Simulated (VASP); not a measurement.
VASP ran on this input.

**INCAR**
```
ALGO  =  Normal
EDIFF  =  1E-7
ENCUT  =  400
GGA  =  PS
ISIF  =  2
ISMEAR  =  -5
LASPH  =  .TRUE.
LCHARG  =  .TRUE.
LMAXMIX  =  4
LORBIT  =  11
LREAL  =  .FALSE.
LWAVE  =  .FALSE.
NEDOS  =  601
NELM  =  100
PREC  =  Accurate
SYSTEM  =  YZn
```

KPOINTS:
```
Automatic
0
Gamma
 12 12 12
0 0 0
```

File POSCAR:
```
YZn
3.5174220
  0.9999999519   0.0000000000   0.0000000000
  0.0000000000   0.9999999519   0.0000000000
  0.0000000000   0.0000000000   0.9999999519
Zn Y
1 1
direct
  0.5000000000   0.5000000000   0.5000000000
  0.0000000000   0.0000000000   0.0000000000
```

POTCAR, in this order: Zn Y_sv (PBE.64 set). Program: vasp_std.

Translate this PBEsol calculation to Quantum ESPRESSO's pw.x.

One equivalent input (not run):
```
&CONTROL
  calculation = 'scf'
  pseudo_dir = './pseudo'
  outdir = './out'
  tprnfor = .true.
  tstress = .true.
/
&SYSTEM
  ibrav = 0
  nat = 2
  ntyp = 2
  ecutwfc = 84
  occupations = 'tetrahedra'
  input_dft = 'pbesol'
/
&ELECTRONS
  conv_thr = 7.3e-09
  electron_maxstep = 100
/
ATOMIC_SPECIES
  Zn 65.380 Zn.upf
  Y 88.906 Y.upf
CELL_PARAMETERS angstrom
     3.5174218    0.0000000    0.0000000
     0.0000000    3.5174218    0.0000000
     0.0000000    0.0000000    3.5174218
ATOMIC_POSITIONS crystal
  Zn   0.5000000  0.5000000  0.5000000
  Y    0.0000000  0.0000000  0.0000000
K_POINTS automatic
  12 12 12 0 0 0
```
The two are equivalent in intent, not identical: the potentials are each code's own (VASP's PAW set, PseudoDojo norm-conserving files in pw.x), so ENCUT and ecutwfc are chosen apart and not converted; conv_thr bounds pw.x's estimated SCF error, while EDIFF bounds the energy change between steps.

The structure comes from a measured YZn entry (Pm-3m) of the Crystallography Open Database, whose conditions weren't checked. It was relaxed first.
